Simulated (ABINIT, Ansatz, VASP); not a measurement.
**SrPd2 (Fd-3m, 6 atoms in the cell) computed with different codes at matched settings**

Self-consistent single point.

```
SrPd2
1.0
    0.00000     3.93562     3.93562
    3.93562     0.00000     3.93562
    3.93562     3.93562     0.00000
Sr Pd
2 4
Cartesian
  5.90344   5.90344   5.90344
  3.93562   3.93562   3.93562
  2.95172   0.98391   2.95172
  0.98391   0.98391   0.98391
  0.98391   2.95172   2.95172
  2.95172   2.95172   0.98391
```

Shared settings, as Ansatz (a quantum-chemistry and plane-wave program) writes them: kpoints.mp_grid.grid = 3 3 3; scf.occupations.method = gaussian; scf.occupations.width = 0.136 eV. Potentials and cutoffs stand in the table.

```json
[
 {"code": "Ansatz", "model": "PBEsol, PAW files made with PBE", "pressure (GPa)": "-3.34", "cutoff": "default"},
 {"code": "VASP", "model": "PBEsol, VASP's PBE PAW potentials (set 64)", "pressure (GPa)": "-3.30", "cutoff": "300 eV"},
 {"code": "ABINIT", "model": "PBEsol, PAW (JTH v2.0 PBE PAW, files made for PBE)", "pressure (GPa)": "-3.43", "cutoff": "24 Ha"}
]
```

On Ansatz's run: spin polarisation is off.

The spread over the programs that give each value: pressure within 0.13 GPa.

Ansatz's pressure is given at a fixed set of plane waves, as the other plane-wave codes print theirs.

On the base mesh (7 7 7) the same programs gave: ABINIT pressure -3.31 GPa; Ansatz pressure -3.21 GPa; VASP pressure -3.18 GPa.

VASP's run is marked for a possible Pulay error in its stress at this cutoff; no cutoff test was made.

The starting cell comes from a database of computed structures (which also holds hypothetical and non-ambient phases and stackings), without a prior relaxation at this level.

Left out of this page: Quantum ESPRESSO, GPAW, Elk, FLEUR and SIESTA (not drawn, or without a comparable value); CP2K (on another mesh).

Keys are those of Ansatz 0.2.
